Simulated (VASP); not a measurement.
# HfIn2Se5 (P3m1) in VASP: settings compared

Aim: see how the results for HfIn2Se5 move with the level of theory and the settings. Levels: PBE, HSE06. Tasks: single point.

All numbers are computed with VASP 6.6.1; they aren't measurements. Logs are shortened: lines on timing, memory, paths and dates and some standing lists are left out, and cuts for length are marked.

**1. The structure**

The structure is trigonal, space group P3m1 (No. 156). The conventional cell has a = 3.965 Å, b = 3.965 Å, c = 17.637 Å, α = 90.00°, β = 90.00°, γ = 120.00°. Around Hf (site symmetry 3m) lie 6 Se at 2.72 to 2.73 Å. In (site symmetry 3m) has 4 Se at 2.55 to 2.64 Å as nearest neighbours. In (site symmetry 3m) is surrounded by 6 Se at 2.68 to 2.86 Å. Around Se (site symmetry 3m) lie 3 In at 2.64 Å. Se (site symmetry 3m) has 4 In at 2.55 to 2.86 Å as nearest neighbours. Around Se (site symmetry 3m) lie 3 In at 2.68 Å. Around Se (site symmetry 3m) lie 3 Hf at 2.72 Å. Se (site symmetry 3m) has 3 Hf at 2.73 Å as nearest neighbours.

The cell was built by a generator and needn't be a form met in nature.

**2. Single point, PBE**

Contents of INCAR:

```
PREC = Accurate ; ENCUT = 520
EDIFF = 1E-7 ; ISMEAR = 0
SIGMA = 0.02 ; LREAL = False
LASPH = True ; NELM = 100
ALGO = Normal ; ISIF = 2
LWAVE = False ; LCHARG = False
GGA = PE ; NBANDS = 43
KPAR = 4
```

Contents of KPOINTS:

```
Automatic mesh
0
Gamma
  6 6 1
```

Contents of POSCAR:

```
HfIn2Se5
1.0
    3.9654010000      0.0000000000      0.0000000000
   -1.9827010000      3.4341380000      0.0000000000
    0.0000000000      0.0000000000     17.6374300000
Hf In Se
1 2 5
Direct
    0.0000000000      0.0000000000      0.0000810000
    0.6666670000      0.3333330000      0.6219470000
    0.3333330000      0.6666670000      0.3803090000
    0.0000000000      0.0000000000      0.6965050000
    0.6666670000      0.3333330000      0.4775420000
    0.0000000000      0.0000000000      0.3016080000
    0.3333330000      0.6666670000      0.0835650000
    0.6666670000      0.3333330000      0.9154760000
```

Potentials or basis: VASP PAW PBE potentials, release 64 (Hf_pv, In_d, Se).

Launch:

```
cat potpaw_PBE.64/Hf_pv/POTCAR potpaw_PBE.64/In_d/POTCAR potpaw_PBE.64/Se/POTCAR > POTCAR
mpirun -np 4 vasp_std > vasp.out
```

OUTCAR:

```text
PREC = Accurate
   ENCUT = 520
   EDIFF = 1E-7
   ISMEAR = 0
   LREAL = False
   LASPH = True
   NELM = 100
   ISIF = 2
   GGA = PE

 ion  position               nearest neighbor table
   1  0.000  0.000  0.000-   7 2.72   7 2.72   7 2.72   8 2.73   8 2.73   8 2.73
   2  0.667  0.333  0.622-   5 2.55   4 2.64   4 2.64   4 2.64
   3  0.333  0.667  0.380-   6 2.68   6 2.68   6 2.68   5 2.86   5 2.86   5 2.86
   4  0.000  0.000  0.697-   2 2.64   2 2.64   2 2.64
   5  0.667  0.333  0.478-   2 2.55   3 2.86   3 2.86   3 2.86
   6  0.000  0.000  0.302-   3 2.68   3 2.68   3 2.68
   7  0.333  0.667  0.084-   1 2.72   1 2.72   1 2.72
   8  0.667  0.333  0.915-   1 2.73   1 2.73   1 2.73

  LATTYP: Found a hexagonal cell.
 ALAT       =     3.9654010000
 C/A-ratio  =     4.4478301186

  Lattice vectors:

 A1 = (   3.9654010000,   0.0000000000,   0.0000000000)
 A2 = (  -1.9827010000,   3.4341380000,   0.0000000000)
 A3 = (   0.0000000000,   0.0000000000,  17.6374300000)

Analysis of symmetry for initial positions (statically):
=====================================================================
 Subroutine PRICEL returns:
 Original cell was already a primitive cell.

 Routine SETGRP: Setting up the symmetry group for a
 hexagonal supercell.

 Subroutine GETGRP returns: Found  6 space group operations
 (whereof  6 operations were pure point group operations)
 out of a pool of 24 trial point group operations.

The static configuration has the point symmetry C_3v.

Analysis of symmetry for dynamics (positions and initial velocities):
=====================================================================
 Subroutine PRICEL returns:
 Original cell was already a primitive cell.

 Routine SETGRP: Setting up the symmetry group for a
 hexagonal supercell.

 Subroutine GETGRP returns: Found  6 space group operations
 (whereof  6 operations were pure point group operations)
 out of a pool of 24 trial point group operations.

The dynamic configuration has the point symmetry C_3v.

 Subroutine INISYM returns: Found  6 space group operations
 (whereof  6 operations are pure point group operations),
 and found     1 'primitive' translations

----------------------------------------------------------------------------------------

                                     Primitive cell

  volume of cell :     240.1818

  direct lattice vectors                    reciprocal lattice vectors
     3.965401000  0.000000000  0.000000000     0.252181305  0.145596981  0.000000000
    -1.982701000  3.434138000  0.000000000     0.000000000  0.291193889  0.000000000
     0.000000000  0.000000000 17.637430000     0.000000000  0.000000000  0.056697603

  length of vectors
     3.965401000  3.965401248 17.637430000     0.291193907  0.291193889  0.056697603

  position of ions in fractional coordinates (direct lattice)
     0.000000000  0.000000000  0.000081000
     0.666667000  0.333333000  0.621947000
     0.333333000  0.666667000  0.380309000
     0.000000000  0.000000000  0.696505000
     0.666667000  0.333333000  0.477542000
     0.000000000  0.000000000  0.301608000
     0.333333000  0.666667000  0.083565000
     0.666667000  0.333333000  0.915476000

  ion indices of the primitive-cell ions
   primitive index   ion index
                 1           1
                 2           2
                 3           3
                 4           4
                 5           5
                 6           6
                 7           7
                 8           8

----------------------------------------------------------------------------------------

 KPOINTS: Automatic mesh

Automatic generation of k-mesh.
 Grid dimensions read from file:
 generate k-points for:    6    6    1

 Generating k-lattice:

  Cartesian coordinates                     Fractional coordinates (reciprocal lattice)
     0.042030218  0.024266164  0.000000000     0.166666667  0.000000000  0.000000000
     0.000000000  0.048532315  0.000000000     0.000000000  0.166666667  0.000000000
     0.000000000  0.000000000  0.056697603     0.000000000  0.000000000  1.000000000

  Length of vectors
     0.048532318  0.048532315  0.056697603

  Shift w.r.t. Gamma in fractional coordinates (k-lattice)
     0.000000000  0.000000000  0.000000000

 Subroutine IBZKPT returns following result:
 ===========================================

 Found      7 irreducible k-points:

 Following reciprocal coordinates:
            Coordinates               Weight
  0.000000  0.000000  0.000000      1.000000
  0.166667  0.000000  0.000000      6.000000
  0.333333  0.000000  0.000000      6.000000
  0.500000  0.000000  0.000000      3.000000
  0.166667  0.166667  0.000000      6.000000
  0.333333  0.166667  0.000000     12.000000
  0.333333  0.333333  0.000000      2.000000
   k-points           NKPTS =      7   k-points in BZ     NKDIM =      7   number of bands    NBANDS=     43
   number of dos      NEDOS =    301   number of ions     NIONS =      8
   total plane-waves  NPLWV = 126000
   dimension x,y,z NGX =    30 NGY =   30 NGZ =  140
   dimension x,y,z NGXF=    60 NGYF=   60 NGZF=  280
   ions per type =               1   2   5
   NGX,Y,Z   is equivalent  to a cutoff of  12.58, 12.58, 13.20 a.u.
   NGXF,Y,Z  is equivalent  to a cutoff of  25.15, 25.15, 26.39 a.u.
 SYSTEM =  unknown system
   PREC   = accura    normal or accurate (medium, high low for compatibility)
   ISTART =      0    job   : 0-new  1-cont  2-samecut
   ICHARG =      2    charge: 1-file 2-atom 10-const
   ISPIN  =      1    spin polarized calculation?
   LNONCOLLINEAR =      F non collinear calculations
   LSORBIT =      F    spin-orbit coupling
   LASPH  =      T    aspherical Exc in radial PAW
   ENCUT  =  520.0 eV  38.22 Ry    6.18 a.u.   7.37  7.37 32.79*2*pi/ulx,y,z
   NELM   =    100;   NELMIN=  2; NELMDL= -5     # of ELM steps
   EDIFF  = 0.1E-06   stopping-criterion for ELM
   LREAL  =      F    real-space projection
   EDIFFG = 0.1E-05   stopping-criterion for IOM
   NSW    =      0    number of steps for IOM
   IBRION =     -1    ionic relax: 0-MD 1-quasi-New 2-CG
   NFREE  =      0    steps in history (QN), initial steepest desc. (CG)
   ISIF   =      2    stress and relaxation
   ISYM   =      2    0-nonsym 1-usesym 2-fastsym
   POTIM  = 0.5000    time-step for ionic-motion
   TEBEG  =    0.0;   TEEND  =   0.0 temperature during run
   PSTRESS=    0.0 pullay stress
   NELECT =      66.0000    total number of electrons
   NUPDOWN=      -1.0000    fix difference up-down
   EMIN   =  10.00;   EMAX   =-10.00  energy-range for DOS
   EFERMI =   0.00;   METHOD = LEGACY
   ISMEAR =     0;   SIGMA  =   0.02  broadening in eV -4-tet -1-fermi 0-gaus
   EFERMI_NEDOS =   21; number of points for ismear=-14 and -15
   IALGO  =     38    algorithm
   IMIX   =      4    mixing-type and parameters
     AMIX     =   0.40;   BMIX     =  1.00
     AMIX_MAG =   1.60;   BMIX_MAG =  1.00
  volume/ion in A,a.u.               =      30.02       202.60
  Fermi-wavevector in a.u.,A,eV,Ry     =   1.064329  2.011291 15.412642  1.132797
  Thomas-Fermi vector in A             =   2.199844
   LORBIT       =      0    0 simple, 1 ext, 2 COOP (PROOUT), +10 PAW based schemes
   GGA     = PE    functional components
   LHFCALC =     F    Hartree Fock is set to
   AEXX    =    0.0000 exact exchange contribution
   IVDW    =     0    specifies the selected vdW correction
   LEPSILON=     F    determine dielectric tensor
   LRPA    =     F    only Hartree local field effects (RPA)
 non-spin polarized calculation
 Gauss-broadening in eV      SIGMA  =   0.02
  energy-cutoff  :      520.00
  volume of cell :      240.18
 maximum number of plane-waves:      6503
 NGX is ok and might be reduce to    30
   NGX = 15   NGY = 15   NGZ = 65

 number of electron      65.9999991 magnetization

 Free energy of the ion-electron system (eV)
  ---------------------------------------------------
  ext. energy  EPLUGINS =         0.00000000
  ---------------------------------------------------
  free energy    TOTEN  =       -38.90257767 eV

  energy without entropy =      -38.90257767  energy(sigma->0) =      -38.90257767

 E-fermi :   2.7301     XC(G=0):  -8.5920

 val. band max:        2.5304774296   @ k =   0.1667   0.0000   0.0000
 cond. band min:       3.2838688231   @ k =   0.5000   0.0000   0.0000
 fundamental gap:      0.7533913936
 Fermi energy:         2.7301093486

 k-point     1 :       0.0000    0.0000    0.0000
  band No.  band energies     occupation
      1     -29.1972      2.00000
      2     -29.1152      2.00000
      3     -29.1152      2.00000
      4     -12.2972      2.00000
      5     -12.1780      2.00000
      6     -12.1780      2.00000
[... 35 lines left out ...]
     42       7.3175      0.00000
     43       7.3978      0.00000

 k-point     2 :       0.1667    0.0000    0.0000
  band No.  band energies     occupation
      1     -29.1938      2.00000
      2     -29.1329      2.00000
      3     -29.1192      2.00000
      4     -12.3254      2.00000
      5     -12.2300      2.00000
      6     -12.1608      2.00000
[... 35 lines left out ...]
     42       7.1238      0.00000
     43       7.7796      0.00000

 k-point     3 :       0.3333    0.0000    0.0000
  band No.  band energies     occupation
      1     -29.1871      2.00000
      2     -29.1678      2.00000
      3     -29.1272      2.00000
      4     -12.4437      2.00000
      5     -12.2317      2.00000
      6     -12.1340      2.00000
[... 35 lines left out ...]
     42       7.2696      0.00000
     43       7.8262      0.00000

 k-point     4 :       0.5000    0.0000    0.0000
  band No.  band energies     occupation
      1     -29.1875      2.00000
      2     -29.1814      2.00000
      3     -29.1312      2.00000
      4     -12.4977      2.00000
      5     -12.2254      2.00000
      6     -12.1260      2.00000
[... 35 lines left out ...]
     42       7.7080      0.00000
     43       7.8534      0.00000

 k-point     5 :       0.1667    0.1667    0.0000
  band No.  band energies     occupation
      1     -29.1886      2.00000
      2     -29.1559      2.00000
      3     -29.1286      2.00000
      4     -12.4099      2.00000
      5     -12.2355      2.00000
      6     -12.1431      2.00000
[... 35 lines left out ...]
     42       7.1790      0.00000
     43       8.0153      0.00000

 k-point     6 :       0.3333    0.1667    0.0000
  band No.  band energies     occupation
      1     -29.1838      2.00000
      2     -29.1759      2.00000
      3     -29.1404      2.00000
      4     -12.4870      2.00000
      5     -12.2246      2.00000
      6     -12.1356      2.00000
[... 35 lines left out ...]
     42       7.5780      0.00000
     43       7.9328      0.00000

 k-point     7 :       0.3333    0.3333    0.0000
  band No.  band energies     occupation
      1     -29.1817      2.00000
      2     -29.1640      2.00000
      3     -29.1635      2.00000
      4     -12.5014      2.00000
      5     -12.2194      2.00000
      6     -12.1428      2.00000
[... 35 lines left out ...]
     42       7.0267      0.00000
     43       8.4178      0.00000

------------------------ aborting loop because EDIFF is reached ----------------------------------------

  FORCE on cell =-STRESS in cart. coord.  units (eV):
  Direction    XX          YY          ZZ          XY          YZ          ZX
  --------------------------------------------------------------------------------------
  -------------------------------------------------------------------------------------
  Total        0.0886459      0.0886459     -0.0283756     -0.0000000      0.0000000     -0.0000000
  in kB        0.5913287      0.5913287     -0.1892850     -0.0000001      0.0000000     -0.0000000
  external PRESSURE =       0.3311241 kB  Pullay stress =       0.0000000 kB

 VOLUME and BASIS-vectors are now :
 -----------------------------------------------------------------------------
  energy-cutoff  :      520.00
  volume of cell :      240.18
      direct lattice vectors                 reciprocal lattice vectors
     3.965401000  0.000000000  0.000000000     0.252181305  0.145596981  0.000000000
    -1.982701000  3.434138000  0.000000000     0.000000000  0.291193889  0.000000000
     0.000000000  0.000000000 17.637430000     0.000000000  0.000000000  0.056697603

 POSITION                                       TOTAL-FORCE (eV/Angst)
 -----------------------------------------------------------------------------------
      0.00000      0.00000      0.00143        -0.000000     -0.000000     -0.002032
      1.98270      1.14471     10.96955         0.000000     -0.000000     -0.007380
     -0.00000      2.28943      6.70767         0.000000     -0.000000      0.000742
      0.00000      0.00000     12.28456        -0.000000     -0.000000     -0.002672
      1.98270      1.14471      8.42261        -0.000000     -0.000000      0.002573
      0.00000      0.00000      5.31959        -0.000000     -0.000000      0.008427
     -0.00000      2.28943      1.47387        -0.000000     -0.000000     -0.009851
      1.98270      1.14471     16.14664        -0.000000      0.000000      0.010192
 -----------------------------------------------------------------------------------
    total drift:                               -0.000897      0.000519     -0.000597

  FREE ENERGIE OF THE ION-ELECTRON SYSTEM (eV)
  ---------------------------------------------------
  free  energy   TOTEN  =       -38.9025776709 eV

  energy  without entropy=      -38.9025776709  energy(sigma->0) =      -38.90257767
```

Run time: 48 s. Hardware: 4 MPI ranks of Intel Xeon Platinum 8488C (Sapphire Rapids), shared host; peak memory 0.38 GiB.

What came out:

```
Free energy            : -38.9026 eV
Pressure               : 0.0 GPa
Largest force          : 0.010 eV/Å
Band gap on the k mesh : 0.75 eV, indirect (least direct gap 0.93 eV)
```

Forces in eV/Å, atoms in the order of the input:
```
Hf   0.000  0.000 -0.002
In   0.000  0.000 -0.007
In   0.000  0.000  0.001
Se   0.000  0.000 -0.003
Se   0.000  0.000  0.003
Se   0.000  0.000  0.008
Se   0.000  0.000 -0.010
Se   0.000  0.000  0.010
```

Stress tensor (GPa, compression positive):
```
 0.06  0.00  0.00
 0.00  0.06  0.00
 0.00  0.00 -0.02
```

Levels at points of the mesh, in eV from the valence-band top:
```csv
k point,band 30,band 31,band 32,band 33,band 34,band 35,band 36,band 37
"(0.00, 0.00, 0.00)",-0.34,-0.34,-0.03,-0.03,0.90,1.19,1.19,1.76
"(0.50, 0.00, 0.00)",-1.58,-1.52,-0.98,-0.24,0.75,1.41,1.83,2.44
```

Caveat: spin-orbit coupling is left out, which moves the levels of the heavy elements; an odd mesh through Γ misses points on the zone boundary, where band edges often lie; this functional lacks dispersion, which binds the layers, so the pressure and a relaxed spacing across them are unreliable.

(Part 1 of 2 ends here.)
